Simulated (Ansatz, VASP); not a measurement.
# HfO2 in two plane-wave programs, part 2 of 3

Wanted: the spread between two codes on one cell, functional and k mesh. The cell is taken from a series of runs on this material, whose earlier steps may have relaxed, scaled, displaced or heated it; both programs get it as it stands.

VASP 6.6.1 and Ansatz 0.2.0.

So far: Set-up; VASP: zone-centre phonons, PBE.

## Step 2: VASP: zone-centre phonons, PBE (continued)

Level of this step: PBE; plane waves and PAW (O, Hf_pv) (VASP).

Parts of OUTCAR (step 2):

```text
ion  position               nearest neighbor table
   1  0.000  0.500  0.684-   5 2.07   5 2.07   6 2.49   6 2.49
   2  0.500  0.000  0.816-   6 2.07   6 2.07   5 2.49   5 2.49
   3  0.500  0.000  0.316-   5 2.07   5 2.07   6 2.49   6 2.49
   4  0.000  0.500  0.184-   6 2.07   6 2.07   5 2.49   5 2.49
   5  0.500  0.500  0.500-   1 2.07   3 2.07   3 2.07   1 2.07   2 2.49   2 2.49   4 2.49   4 2.49
                             6 3.72   6 3.72   6 3.72   6 3.72   6 3.72   6 3.72   6 3.72   6 3.72
   6  0.000  0.000  0.000-   2 2.07   4 2.07   4 2.07   2 2.07   1 2.49   3 2.49   1 2.49   3 2.49
                             5 3.72   5 3.72   5 3.72   5 3.72   5 3.72   5 3.72   5 3.72   5 3.72

  LATTYP: Found a simple tetragonal cell.
 ALAT       =     3.6364070420
 C/A-ratio  =     1.4797430140

 Subroutine GETGRP returns: Found 16 space group operations
 (whereof  8 operations were pure point group operations)

The static configuration has the point symmetry D_2d.
 The point group associated with its full space group is D_4h.

 Found     45 irreducible k-points:

   k-points           NKPTS =     45   k-points in BZ     NKDIM =     45   number of bands    NBANDS=     28

   dimension x,y,z NGX =    30 NGY =   30 NGZ =   48
   dimension x,y,z NGXF=    60 NGYF=   60 NGZF=   96

   ENCUT  =  600.0 eV  44.10 Ry    6.64 a.u.   7.26  7.26 10.75*2*pi/ulx,y,z

   NELECT =      44.0000    total number of electrons

 k-points in reciprocal lattice and weights: Automatic mesh
   0.00000000  0.00000000  0.00000000       0.004
   0.12500000  0.00000000  0.00000000       0.016
   0.25000000  0.00000000  0.00000000       0.016
   0.37500000  0.00000000  0.00000000       0.016
   0.50000000  0.00000000  0.00000000       0.008
   0.12500000  0.12500000  0.00000000       0.016
   0.25000000  0.12500000  0.00000000       0.031
   0.37500000  0.12500000  0.00000000       0.031
   0.50000000  0.12500000  0.00000000       0.016
[...]
0.50000000  0.37500000  0.50000000       0.016
   0.50000000  0.50000000  0.50000000       0.004

 average (electrostatic) potential at core
       1 -70.4848       2 -70.4848       3 -70.4848       4 -70.4848       5 -38.2768
       6 -38.2768

[...]
2     0.00000     5.53211     0.00000
    3     0.00000     0.00000     4.57571

 Eigenvectors and eigenvalues of the dynamical matrix
 ----------------------------------------------------

   1 f  =   18.611220 THz   116.937744 2PiTHz  620.803476 cm-1    76.969787 meV
             X         Y         Z           dx          dy          dz
      0.000000  1.818204  3.682455     0.266627    0.016044    0.000000
      1.818204  0.000000  4.388967    -0.266627   -0.016044    0.000000
      1.818204  0.000000  1.698493     0.006579    0.650229   -0.000000
      0.000000  1.818204  0.991981    -0.006579   -0.650229   -0.000000
      1.818204  1.818204  2.690474    -0.028924   -0.070537    0.000000
      0.000000  0.000000  0.000000     0.028924    0.070537   -0.000000

   2 f  =   18.611220 THz   116.937744 2PiTHz  620.803476 cm-1    76.969787 meV
             X         Y         Z           dx          dy          dz
      0.000000  1.818204  3.682455     0.650229   -0.006579    0.000000
      1.818204  0.000000  4.388967    -0.650229    0.006579    0.000000
      1.818204  0.000000  1.698493     0.016044   -0.266627   -0.000000
      0.000000  1.818204  0.991981    -0.016044    0.266627   -0.000000
      1.818204  1.818204  2.690474    -0.070537    0.028924    0.000000
      0.000000  0.000000  0.000000     0.070537   -0.028924    0.000000

   3 f  =   17.708991 THz   111.268873 2PiTHz  590.708360 cm-1    73.238469 meV
             X         Y         Z           dx          dy          dz
      0.000000  1.818204  3.682455     0.000000    0.000000   -0.500000
      1.818204  0.000000  4.388967    -0.000000   -0.000000   -0.500000
      1.818204  0.000000  1.698493     0.000000   -0.000000    0.500000
      0.000000  1.818204  0.991981    -0.000000   -0.000000    0.500000
      1.818204  1.818204  2.690474    -0.000000   -0.000000    0.000000
      0.000000  0.000000  0.000000     0.000000    0.000000   -0.000000

   4 f  =   16.460558 THz   103.424738 2PiTHz  549.065122 cm-1    68.075368 meV
             X         Y         Z           dx          dy          dz
      0.000000  1.818204  3.682455     0.000000   -0.000000   -0.483698
      1.818204  0.000000  4.388967    -0.000000    0.000000    0.483698
      1.818204  0.000000  1.698493    -0.000000    0.000000   -0.483698
      0.000000  1.818204  0.991981     0.000000   -0.000000    0.483698
      1.818204  1.818204  2.690474    -0.000000   -0.000000    0.179086
      0.000000  0.000000  0.000000    -0.000000   -0.000000   -0.179086

   5 f  =   12.963508 THz    81.452123 2PiTHz  432.416083 cm-1    53.612737 meV
             X         Y         Z           dx          dy          dz
      0.000000  1.818204  3.682455     0.248573   -0.054917   -0.000000
      1.818204  0.000000  4.388967     0.248573   -0.054917    0.000000
      1.818204  0.000000  1.698493    -0.021581    0.632545    0.000000
      0.000000  1.818204  0.991981    -0.021581    0.632545   -0.000000
      1.818204  1.818204  2.690474    -0.068049   -0.173166   -0.000000
      0.000000  0.000000  0.000000    -0.068049   -0.173166    0.000000

   6 f  =   12.963508 THz    81.452123 2PiTHz  432.416083 cm-1    53.612737 meV
             X         Y         Z           dx          dy          dz
      0.000000  1.818204  3.682455     0.632545    0.021581    0.000000
      1.818204  0.000000  4.388967     0.632545    0.021581   -0.000000
      1.818204  0.000000  1.698493    -0.054917   -0.248573   -0.000000
      0.000000  1.818204  0.991981    -0.054917   -0.248573    0.000000
      1.818204  1.818204  2.690474    -0.173166    0.068049    0.000000
      0.000000  0.000000  0.000000    -0.173166    0.068049    0.000000

   7 f  =   11.617725 THz    72.996322 2PiTHz  387.525608 cm-1    48.047030 meV
             X         Y         Z           dx          dy          dz
      0.000000  1.818204  3.682455    -0.019718    0.509803    0.000000
      1.818204  0.000000  4.388967     0.019718   -0.509803    0.000000
      1.818204  0.000000  1.698493     0.477276   -0.021062   -0.000000
      0.000000  1.818204  0.991981    -0.477276    0.021062    0.000000
      1.818204  1.818204  2.690474    -0.073213   -0.078202    0.000000
      0.000000  0.000000  0.000000     0.073213    0.078202   -0.000000

   8 f  =   11.617725 THz    72.996322 2PiTHz  387.525608 cm-1    48.047030 meV
             X         Y         Z           dx          dy          dz
      0.000000  1.818204  3.682455    -0.021062   -0.477276    0.000000
      1.818204  0.000000  4.388967     0.021062    0.477276   -0.000000
      1.818204  0.000000  1.698493     0.509803    0.019718   -0.000000
      0.000000  1.818204  0.991981    -0.509803   -0.019718    0.000000
      1.818204  1.818204  2.690474    -0.078202    0.073213   -0.000000
      0.000000  0.000000  0.000000     0.078202   -0.073213    0.000000

   9 f  =    9.596220 THz    60.294828 2PiTHz  320.095439 cm-1    39.686759 meV
             X         Y         Z           dx          dy          dz
      0.000000  1.818204  3.682455    -0.000000   -0.000000    0.500000
      1.818204  0.000000  4.388967    -0.000000    0.000000   -0.500000
      1.818204  0.000000  1.698493    -0.000000    0.000000   -0.500000
      0.000000  1.818204  0.991981     0.000000    0.000000    0.500000
      1.818204  1.818204  2.690474     0.000000   -0.000000   -0.000000
      0.000000  0.000000  0.000000    -0.000000   -0.000000   -0.000000

  10 f  =    8.624100 THz    54.186821 2PiTHz  287.669024 cm-1    35.666397 meV
             X         Y         Z           dx          dy          dz
      0.000000  1.818204  3.682455    -0.000000    0.000000   -0.460434
      1.818204  0.000000  4.388967    -0.000000   -0.000000   -0.460434
      1.818204  0.000000  1.698493     0.000000   -0.000000   -0.460434
      0.000000  1.818204  0.991981    -0.000000   -0.000000   -0.460434
      1.818204  1.818204  2.690474     0.000000    0.000000    0.275683
      0.000000  0.000000  0.000000    -0.000000   -0.000000    0.275683

  11 f  =    5.460140 THz    34.307069 2PiTHz  182.130653 cm-1    22.581313 meV
             X         Y         Z           dx          dy          dz
      0.000000  1.818204  3.682455    -0.000000   -0.000000    0.126633
      1.818204  0.000000  4.388967    -0.000000    0.000000   -0.126633
      1.818204  0.000000  1.698493     0.000000    0.000000    0.126633
      0.000000  1.818204  0.991981    -0.000000    0.000000   -0.126633
      1.818204  1.818204  2.690474     0.000000   -0.000000    0.684053
      0.000000  0.000000  0.000000    -0.000000    0.000000   -0.684053

  12 f  =    2.389191 THz    15.011732 2PiTHz   79.694847 cm-1     9.880897 meV
             X         Y         Z           dx          dy          dz
      0.000000  1.818204  3.682455     0.042440    0.088947   -0.000000
      1.818204  0.000000  4.388967    -0.042440   -0.088947   -0.000000
      1.818204  0.000000  1.698493     0.064000    0.058984   -0.000000
      0.000000  1.818204  0.991981    -0.064000   -0.058984   -0.000000
      1.818204  1.818204  2.690474     0.405785    0.563960   -0.000000
      0.000000  0.000000  0.000000    -0.405785   -0.563960   -0.000000

  13 f  =    2.389191 THz    15.011732 2PiTHz   79.694847 cm-1     9.880897 meV
             X         Y         Z           dx          dy          dz
      0.000000  1.818204  3.682455     0.058984   -0.064000    0.000000
      1.818204  0.000000  4.388967    -0.058984    0.064000    0.000000
      1.818204  0.000000  1.698493     0.088947   -0.042440    0.000000
      0.000000  1.818204  0.991981    -0.088947    0.042440    0.000000
      1.818204  1.818204  2.690474     0.563960   -0.405785    0.000000
      0.000000  0.000000  0.000000    -0.563960    0.405785    0.000000
    [... 43 further lines ...]
      1.818204  1.818204  2.690474     0.190808   -0.044728    0.000000
      0.000000  0.000000  0.000000     0.190808   -0.044728    0.000000

 MACROSCOPIC STATIC DIELECTRIC TENSOR IONIC CONTRIBUTION
 ------------------------------------------------------
          10.601489    -0.000000    -0.000000
          -0.000000    10.601489     0.000000
          -0.000000     0.000000    12.897119
 ------------------------------------------------------

 ELASTIC MODULI CONTR FROM IONIC RELAXATION (kBar)
 Direction    XX          YY          ZZ          XY          YZ          ZX
 --------------------------------------------------------------------------------
 XX        -958.2900    382.7915   -664.2095      0.0000     -0.0000     -0.0000
 YY         382.7915   -958.2900   -664.2095      0.0000     -0.0000      0.0000
 ZZ        -664.2095   -664.2095  -1533.1900      0.0000     -0.0000      0.0000
 XY           0.0000      0.0000      0.0000      0.0000      0.0000      0.0000
 YZ          -0.0000     -0.0000     -0.0000      0.0000  -1029.7160     -0.0000
 ZX          -0.0000      0.0000      0.0000      0.0000     -0.0000  -1097.3452
 --------------------------------------------------------------------------------

 PIEZOELECTRIC TENSOR IONIC CONTR  for field in x, y, z        (C/m^2)
          XX          YY          ZZ          XY          YZ          ZX
  --------------------------------------------------------------------------------
  x     0.00000     0.00000     0.00000     0.00000     0.00000     0.00000
  y     0.00000     0.00000     0.00000     0.00000    -0.00000     0.00000
  z    -0.00000     0.00000    -0.00000     0.00000     0.00000     0.00000
```

With imaginary modes the cell is no minimum, so the ionic parts of its dielectric, piezoelectric and elastic tensors have no meaning. Harder data sets than Hf_pv exist (the GW ones), and pressures, volumes and forces can shift noticeably with them.

(Continued in part 3 of 3.)

[Lines on the potential files, build, host, timing and source positions are cut from VASP's logs without a mark.]

[Logs are printed without paths, hosts, clocks, repeated set-up lines and the standing remarks that a program may print on its own settings, such as how far it seeks lower states.]

[Hosts, paths, dates, database ids (printed as entryN), source tags and the programs' standing remarks are cut or masked in the printed files.]
